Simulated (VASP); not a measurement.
Input:

```yaml
crystal:
  lattice:
    - [0.00000, 2.77054, 2.77054]
    - [2.77054, 0.00000, 2.77054]
    - [2.77054, 2.77054, 0.00000]
  atoms:
    - { symbol: Rb, position: [0.00000, 0.00000, 0.00000] }
    - { symbol: Cl, position: [0.50000, 0.50000, 0.50000] }
```

The numbers are results of PBEsol GGA, VASP's PBE PAW potentials (set 64) (plane waves; VASP), not measurements. Run with 500 eV cut-off, 8×8×8 Γ-centred mesh, Gaussian smearing of 0.050 eV, potentials Rb_sv Cl.

Task: What does the run give for the energy per atom (σ→0), pressure, band gap (on the k-mesh) with the smallest direct gap where there is one?

Result: 
| Item | Result |
|---|---|
| band gap (on the k-mesh) | 4.46 eV |
| smallest direct gap (on the k-mesh) | 4.46 eV |
| energy per atom (σ→0) | -257.0 kJ/mol of atoms |
| pressure | 29.93 GPa |

Only differences to runs with the same potentials and settings are physical.

The compound is RbCl in the rock salt structure. It was relaxed first under an external pressure of 30 GPa.
